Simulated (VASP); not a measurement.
## How plane-wave cutoff and SCF solver change a VASP run on BeCo

How sensitive are energy and pressure of BeCo to the plane-wave cutoff and SCF solver? The series runs use PBEsol. The plane-wave cutoff tried: ENCUT = 160; ENCUT = 200; ENCUT = 240; ENCUT = 270; ENCUT = 310; ENCUT = 350; ENCUT = 430; ENCUT = 540. The SCF solver tried: ALGO = Normal; ALGO = Fast; ALGO = VeryFast; ALGO = All; ALGO = Damped; AMIX = 0.1, BMIX = 0.01; AMIX = 0.8; IMIX = 1, AMIX = 0.2. The start is a cell from a database of measured crystal structures.

Calculated with VASP 6.6.1; PBEsol, spin-polarised from a ferromagnetic start (one magnetic atom a cell); plane waves and PAW (Be, Co).

Report form: the programs' logs are mostly left out.

## 1. The starting structure

The structure is cubic, space group Pm-3m (No. 221). The conventional cell has a = 2.606 Å, b = 2.606 Å, c = 2.606 Å, α = 90.00°, β = 90.00°, γ = 90.00°. Nearest to Be lie 8 Co at 2.26 Å. Nearest to Co lie 8 Be at 2.26 Å. Farther neighbours are not listed.

## 2. Plane-wave cutoff: ENCUT = 160

The basis grows with ENCUT, and energy and stress both move with it. PBEsol restores the gradient expansion of exchange and is tuned for the cells of solids.

INCAR reads:

```
SYSTEM = BeCo
PREC = Accurate
ENCUT = 160
EDIFF = 1E-06
NELM = 100
ISMEAR = -1
SIGMA = 0.05
LREAL = .FALSE.
ALGO = Normal
GGA = PS
NBANDS = 12
ISPIN = 2
MAGMOM = 0 2
LMAXMIX = 4
LORBIT = 11
LWAVE = .FALSE.
LCHARG = .FALSE.
KPAR = 2
ISIF = 2
```

POSCAR reads:

```
BeCo
1.0
    2.6060000000      0.0000000000      0.0000000000
    0.0000000000      2.6060000000      0.0000000000
    0.0000000000      0.0000000000      2.6060000000
Be Co
1 1
Direct
    0.0000000000      0.0000000000      0.0000000000
    0.5000000000      0.5000000000      0.5000000000
```

KPOINTS reads:

```
Automatic mesh
0
Gamma
7 7 7
0 0 0
```

Potentials, in the order of the species: Be and Co (PBE family, release 64).

Launch:

```console
$ mpirun -np 2 vasp_std
```

Elapsed: 1.4 s, on 2 MPI ranks of Intel Xeon 6975P-C (Granite Rapids), shared host; peak memory 0.19 GiB; 1 s of CPU time.

The cell holds one magnetic atom, so no antiferromagnetic order fits into it. The k-mesh is coarse for a metal. LASPH is off, so gradient terms of the non-spherical density inside the spheres are left out; for open d or f shells this can shift gaps and moments. The PAW data sets were made with PBE, which is usual practice but a small mismatch for other functionals.

This step gave:

- SCF cycles: 13
- electrons: 11
- bands: 12
- irreducible k-points: 20
- symmetry operations: 48
- free energy (TOTEN): -9.671 eV
- energy at zero smearing: -9.663 eV
- Fermi energy: 8.248 eV
- pressure: -280.4 GPa
- moment of the cell, from the last line of the log: 0.2208 μB
- metallic: yes

Spin moment in the PAW sphere by atom:

```csv
atom,spin moment in the PAW sphere (μB)
Be1,-0.005
Co2,0.230
```

The series starts at -4.8313 eV an atom and -280.41 GPa, after 13 cycles in 1.4 s.

## 3. Plane-wave cutoff: ENCUT = 200

INCAR, as its differences from that of step 2:

```diff
@@ -2,3 +2,3 @@
 PREC = Accurate
-ENCUT = 160
+ENCUT = 200
 EDIFF = 1E-06
```

POSCAR is that of step 2.

KPOINTS is that of step 2.

Launch:

```console
$ mpirun -np 2 vasp_std
```

Run time: 1.6 s. Hardware: 2 MPI ranks; peak memory 0.2 GiB.

Against the run before the energy moves by -1145.20 meV an atom and the pressure by +204.28 GPa, after 16 cycles in 1.6 s.

## 4. Plane-wave cutoff: ENCUT = 240

INCAR, as its differences from that of step 3:

```diff
@@ -2,3 +2,3 @@
 PREC = Accurate
-ENCUT = 200
+ENCUT = 240
 EDIFF = 1E-06
```

POSCAR is that of step 3.

KPOINTS is that of step 3.

Launch:

```console
$ mpirun -np 2 vasp_std
```

The job ended after 1.6 s (2 MPI ranks; peak memory 0.2 GiB; 1.4 s of CPU time).

Against the run before the energy moves by -180.83 meV an atom and the pressure by +54.52 GPa, after 14 cycles in 1.6 s.

## 5. Plane-wave cutoff: ENCUT = 270

INCAR, as its differences from that of step 4:

```diff
@@ -2,3 +2,3 @@
 PREC = Accurate
-ENCUT = 240
+ENCUT = 270
 EDIFF = 1E-06
```

POSCAR is that of step 4.

KPOINTS is that of step 4.

Launch:

```console
$ mpirun -np 2 vasp_std
```

It took 1.8 s on 2 MPI ranks; peak memory 0.2 GiB; 1.6 s of CPU time.

Against the run before the energy moves by -25.18 meV an atom and the pressure by +10.42 GPa, after 13 cycles in 1.8 s.

## 6. Plane-wave cutoff: ENCUT = 310

INCAR, as its differences from that of step 5:

```diff
@@ -2,3 +2,3 @@
 PREC = Accurate
-ENCUT = 270
+ENCUT = 310
 EDIFF = 1E-06
```

POSCAR is that of step 5.

KPOINTS is that of step 5.

Launch:

```console
$ mpirun -np 2 vasp_std
```

Elapsed: 1.8 s, on 2 MPI ranks; peak memory 0.22 GiB; 1.8 s of CPU time.

Against the run before the energy moves by -3.38 meV an atom and the pressure by +2.04 GPa, after 14 cycles in 1.8 s.

## 7. Plane-wave cutoff: ENCUT = 350

INCAR, as its differences from that of step 6:

```diff
@@ -2,3 +2,3 @@
 PREC = Accurate
-ENCUT = 310
+ENCUT = 350
 EDIFF = 1E-06
```

POSCAR is that of step 6.

KPOINTS is that of step 6.

Launch:

```console
$ mpirun -np 2 vasp_std
```

It took 1.8 s on 2 MPI ranks; peak memory 0.22 GiB; 1.8 s of CPU time.

Against the run before the energy moves by +2.04 meV an atom and the pressure by -0.26 GPa, after 14 cycles in 1.8 s.

## 8. Plane-wave cutoff: ENCUT = 430

INCAR, as its differences from that of step 7:

```diff
@@ -2,3 +2,3 @@
 PREC = Accurate
-ENCUT = 350
+ENCUT = 430
 EDIFF = 1E-06
```

POSCAR is that of step 7.

KPOINTS is that of step 7.

Launch:

```console
$ mpirun -np 2 vasp_std
```

It took 2.4 s on 2 MPI ranks; peak memory 0.22 GiB.

Against the run before the energy moves by +2.69 meV an atom and the pressure by +0.10 GPa, after 14 cycles in 2.4 s.

## 9. Plane-wave cutoff: ENCUT = 540

INCAR, as its differences from that of step 8:

```diff
@@ -2,3 +2,3 @@
 PREC = Accurate
-ENCUT = 430
+ENCUT = 540
 EDIFF = 1E-06
```

POSCAR is that of step 8.

KPOINTS is that of step 8.

Launch:

```console
$ mpirun -np 2 vasp_std
```

It took 3 s on 2 MPI ranks; peak memory 0.23 GiB; 4.2 s of CPU time.

Against the run before the energy moves by -0.07 meV an atom and the pressure by +0.19 GPa, after 14 cycles in 3 s.

## 10. The plane-wave cutoff series as a table

This step: convergence of PBEsol results with the cutoff; plane waves and PAW (VASP 6.6.1).

No new run; the numbers come from the runs before.

Differences are taken from the run with ENCUT = 540. Results of the series, by row:

```csv
setting,status,energy less the reference (meV/atom),pressure (GPa),moment (μB),SCF cycles,wall time (s)
ENCUT = 160,converged,1350,-280.4,0.22,13,1.4
ENCUT = 200,converged,204.7,-76.13,0.3753,16,1.6
ENCUT = 240,converged,23.9,-21.61,0.3126,14,1.6
ENCUT = 270,converged,-1.284,-11.19,0.3102,13,1.8
ENCUT = 310,converged,-4.66,-9.154,0.3125,14,1.8
ENCUT = 350,converged,-2.625,-9.417,0.3124,14,1.8
ENCUT = 430,converged,0.06757,-9.317,0.312,14,2.4
ENCUT = 540,converged,0,-9.128,0.312,14,3
```

## 11. SCF solver: ALGO = Normal

This step: PBEsol, spin-polarised from a ferromagnetic start (one magnetic atom a cell); plane waves and PAW (Be, Co) (VASP 6.6.1).

All solvers should reach one answer; they differ in cycles and robustness.

INCAR, as its differences from that of step 9:

```diff
@@ -2,3 +2,3 @@
 PREC = Accurate
-ENCUT = 540
+ENCUT = 400
 EDIFF = 1E-06
```

POSCAR is that of step 9.

KPOINTS is that of step 9.

Launch:

```console
$ mpirun -np 2 vasp_std
```

It took 2.6 s on 2 MPI ranks; peak memory 0.22 GiB; 3.1 s of CPU time.

This step gave:

| Quantity | Value |
| --- | --- |
| Fermi energy | 8.684 eV |
| pressure | -9.461 GPa |
| moment of the cell, from the last line of the log | 0.3112 μB |

The series starts at -6.1816 eV an atom and -9.46 GPa, after 14 cycles in 2.6 s.

## 12. SCF solver: ALGO = Fast

INCAR, as its differences from that of step 11:

```diff
@@ -8,3 +8,3 @@
 LREAL = .FALSE.
-ALGO = Normal
+ALGO = Fast
 GGA = PS
```

POSCAR is that of step 11.

KPOINTS is that of step 11.

Launch:

```console
$ mpirun -np 2 vasp_std
```

Elapsed: 2.6 s, on 2 MPI ranks; peak memory 0.22 GiB.

Against the first of the series the energy stays within 0.01 meV an atom; the pressure moves by -0.15 GPa, after 16 cycles in 2.6 s.

## 13. SCF solver: ALGO = VeryFast

INCAR, as its differences from that of step 12:

```diff
@@ -8,3 +8,3 @@
 LREAL = .FALSE.
-ALGO = Fast
+ALGO = VeryFast
 GGA = PS
```

POSCAR is that of step 12.

KPOINTS is that of step 12.

Launch:

```console
$ mpirun -np 2 vasp_std
```

Elapsed: 3 s, on 2 MPI ranks; peak memory 0.23 GiB; 4 s of CPU time.

Against the first of the series the energy stays within 0.01 meV an atom; the pressure moves by -0.08 GPa, after 21 cycles in 3 s.

## 14. SCF solver: ALGO = All

INCAR, as its differences from that of step 13:

```diff
@@ -8,3 +8,3 @@
 LREAL = .FALSE.
-ALGO = VeryFast
+ALGO = All
 GGA = PS
```

POSCAR is that of step 13.

KPOINTS is that of step 13.

Launch:

```console
$ mpirun -np 2 vasp_std
```

The job ended after 5.8 s (2 MPI ranks; peak memory 0.23 GiB; 10 s of CPU time).

Against the first of the series the energy stays within 0.01 meV an atom; the pressure moves by -0.05 GPa, after 43 cycles in 5.8 s.

## 15. SCF solver: ALGO = Damped

INCAR, as its differences from that of step 14:

```diff
@@ -8,3 +8,3 @@
 LREAL = .FALSE.
-ALGO = All
+ALGO = Damped
 GGA = PS
```

POSCAR is that of step 14.

KPOINTS is that of step 14.

Launch:

```console
$ mpirun -np 2 vasp_std
```

The job ended after 4.8 s (2 MPI ranks; peak memory 0.23 GiB).

Against the first of the series the energy stays within 0.01 meV an atom; the pressure moves by +0.02 GPa, after 56 cycles in 4.8 s.

## 16. SCF solver: AMIX = 0.1, BMIX = 0.01

INCAR, as its differences from that of step 15:

```diff
@@ -8,3 +8,3 @@
 LREAL = .FALSE.
-ALGO = Damped
+ALGO = Normal
 GGA = PS
@@ -19 +19,3 @@
 ISIF = 2
+AMIX = 0.1
+BMIX = 0.01
```

POSCAR is that of step 15.

KPOINTS is that of step 15.

Launch:

```console
$ mpirun -np 2 vasp_std
```

The job ended after 2.6 s (2 MPI ranks; peak memory 0.22 GiB).

Against the first of the series the energy stays within 0.01 meV an atom; the pressure moves by -0.02 GPa, after 18 cycles in 2.6 s.

## 17. SCF solver: AMIX = 0.8

INCAR, as its differences from that of step 16:

```diff
@@ -19,3 +19,2 @@
 ISIF = 2
-AMIX = 0.1
-BMIX = 0.01
+AMIX = 0.8
```

POSCAR is that of step 16.

KPOINTS is that of step 16.

Launch:

```console
$ mpirun -np 2 vasp_std
```

Wall time 2.6 s (2 MPI ranks); peak memory 0.23 GiB.

Against the first of the series the energy stays within 0.01 meV an atom; the pressure moves by +0.22 GPa, after 17 cycles in 2.6 s.

## 18. SCF solver: IMIX = 1, AMIX = 0.2

INCAR, as its differences from that of step 17:

```diff
@@ -19,2 +19,3 @@
 ISIF = 2
-AMIX = 0.8
+IMIX = 1
+AMIX = 0.2
```

POSCAR is that of step 17.

KPOINTS is that of step 17.

Launch:

```console
$ mpirun -np 2 vasp_std
```

Elapsed: 4 s, on 2 MPI ranks; peak memory 0.22 GiB; 6.2 s of CPU time.

Against the first of the series the energy stays within 0.01 meV an atom; the pressure moves by +0.11 GPa, after 31 cycles in 4 s.

## 19. The SCF solver series as a table

This step: convergence of PBEsol results with the solver; plane waves and PAW (VASP 6.6.1).

No new run; the numbers come from the runs before.

Differences are taken from the run with ALGO = Normal. Results of the series, by row:

```csv
setting,status,energy less the reference (meV/atom),pressure (GPa),moment (μB),SCF cycles,wall time (s)
ALGO = Normal,converged,0,-9.461,0.3122,14,2.6
ALGO = Fast,converged,-6.55e-4,-9.615,0.3108,16,2.6
ALGO = VeryFast,converged,2.85e-4,-9.541,0.3122,21,3
ALGO = All,converged,-2.00e-4,-9.51,0.3116,43,5.8
ALGO = Damped,converged,0.00414,-9.437,0.3135,56,4.8
"AMIX = 0.1, BMIX = 0.01",converged,-4.50e-5,-9.484,0.3116,18,2.6
AMIX = 0.8,converged,-9.25e-4,-9.238,-0.3109,17,2.6
"IMIX = 1, AMIX = 0.2",converged,-0.003515,-9.35,0.3116,31,4
```

## 20. Outcome

- plane-wave cutoff from which the energy stays within 10 meV/atom of the reference: ENCUT = 270
- plane-wave cutoff from which the energy stays within 1 meV/atom of the reference: ENCUT = 430
- plane-wave cutoff from which the pressure stays within 0.2 GPa of the reference: ENCUT = 430
- spread of the pressure over the plane-wave cutoff: 271 GPa
- spread of the energy over the plane-wave cutoff: 1355 meV/atom
- fewest SCF cycles: ALGO = Normal (14)
- most SCF cycles among converged runs: ALGO = Damped (56)
- spread of the pressure over the SCF solver: 0.376 GPa
- spread of the energy over the SCF solver: 0.00765 meV/atom

From ENCUT = 430 on, the energy stays within 1 meV an atom of the reference, at 80 % of its time. The pressure holds within 0.2 GPa from ENCUT = 430 on. These cutoffs are 0.6 to 2 times the default of the data sets, about 270 eV; at the default the run is off by -1.3 meV an atom, -2.06 GPa, and at 1.3 times by -2.6 meV an atom, -0.29 GPa. Energy differences between like cells converge faster than these totals. All SCF solvers that converged agree within 0.05 meV an atom. No setting beats the 2.6 s of ALGO = Normal by a fifth or more; the slowest converged run is ALGO = All, at 5.8 s. On a shared host such times are rough. Yet the pressure of AMIX = 0.8 is +0.22 GPa off: EDIFF tests the energy, which is second order in the error of the density, while the stress is first order. Differences are taken from the run with ENCUT = 540, which is itself not the exact limit. Forces vanish by symmetry in this cell, so the series can't test them. The runs at ENCUT = 160; ENCUT = 200; ENCUT = 240; ENCUT = 270 are over 30 meV an atom or 2 GPa off and describe the material poorly.

[Lines on the potential files, build, host, timing and source positions are cut from VASP's logs without a mark.]

[Logs are printed without paths, hosts, clocks, repeated set-up lines and the standing remarks that a program may print on its own settings, such as how far it seeks lower states.]

[Hosts, paths, dates, database ids (printed as entryN), source tags and the programs' standing remarks are cut or masked in the printed files.]

[A measured line is paired with the nearest computed mode of its activity, which favours agreement.]
